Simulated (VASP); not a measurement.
A VASP calculation is set up with these files.

INCAR:
```
SYSTEM = PbSe
PREC = Accurate
ENCUT = 400
EDIFF = 1E-6
NELM = 100
ALGO = Normal
LREAL = .FALSE.
LASPH = .TRUE.
ISMEAR = 0
SIGMA = 0.05
GGA = PE
LMAXMIX = 4
LWAVE = .FALSE.
LCHARG = .FALSE.
ISIF = 2
```

**POSCAR**
```
PbSe
1
    0.0000000000     3.0600000000     3.0600000000
    3.0600000000     0.0000000000     3.0600000000
    3.0600000000     3.0600000000     0.0000000000
Pb Se
1 1
Direct
  0.0000000000   0.0000000000   0.0000000000
  0.5000000000   0.5000000000   0.5000000000
```

File KPOINTS:
```
Automatic mesh
0
Gamma
6 6 6
0 0 0
```

POTCAR, in this order: Pb_d Se (PBE.64 set). Program: vasp_gam.

Output

**standard output**
```
 POSCAR found type information on POSCAR PbSe
 POSCAR found :  2 types and       2 ions
 Reading from existing POTCAR
 Reading from existing POTCAR
 LDA part: xc-table for (Slater+PW92), standard interpolation

 -----------------------------------------------------------------------------
|                                                                             |
|     EEEEEEE  RRRRRR   RRRRRR   OOOOOOO  RRRRRR      ###     ###     ###     |
|     E        R     R  R     R  O     O  R     R     ###     ###     ###     |
|     E        R     R  R     R  O     O  R     R     ###     ###     ###     |
|     EEEEE    RRRRRR   RRRRRR   O     O  RRRRRR       #       #       #      |
|     E        R   R    R   R    O     O  R   R                               |
|     E        R    R   R    R   O     O  R    R      ###     ###     ###     |
|     EEEEEEE  R     R  R     R  OOOOOOO  R     R     ###     ###     ###     |
|                                                                             |
|     You are using the Gamma-point-only version with more than one           |
|     k-point or some other non-Gamma k-point.                                |
|                                                                             |
|       ---->  I REFUSE TO CONTINUE WITH THIS SICK JOB ... BYE!!! <----       |
|                                                                             |
 -----------------------------------------------------------------------------
```

Task: Read the log: what went wrong, and how is it fixed?

Result: The cause: the Γ-only program was given a k-mesh. VASP stops with an error: You are using the Gamma-point-only version with more than one k-point or some other non-Gamma k-point. ----> I REFUSE TO CONTINUE WITH THIS SICK JOB ... BYE!!! <---- To mend it, run vasp_std.

The mended run (PBE GGA, plane waves, VASP's PBE PAW potentials (set 64)) converges, and its OSZICAR ends with
```
   1 F= -.81805950E+01 E0= -.81805949E+01  d E =-.228308E-06
```

The compound is PbSe in the rock salt structure. The cell was not relaxed at this level.
